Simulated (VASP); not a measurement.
Here is the system:

```xyz
1
Lattice="0.0000 1.7257 1.7257 1.7257 0.0000 1.7257 1.7257 1.7257 0.0000" Properties=species:S:1:pos:R:3 pbc="T T T"
Ni     0.0000     0.0000     0.0000
```
Starting moments (μB, in the order of the record's atoms Ni): 0.6.

Method: optB86b-vdW, VASP's PBE PAW potentials (set 64) (plane waves; VASP). Numerical set-up: 520 eV cut-off, 18×18×18 Γ-centred mesh, first-order Methfessel-Paxton smearing of 0.10 eV, potentials Ni.

Task: Give the stress tensor in GPa (positive for a compressed cell).

Result: 
```
7.18  0.00  0.00
0.00  7.18  0.00
0.00  0.00  7.18
```
The pressure is its mean diagonal, 7.18 GPa.

The compound is Ni in the fcc structure. This cell is one point of a volume scan, at 0.97 of the reference volume.
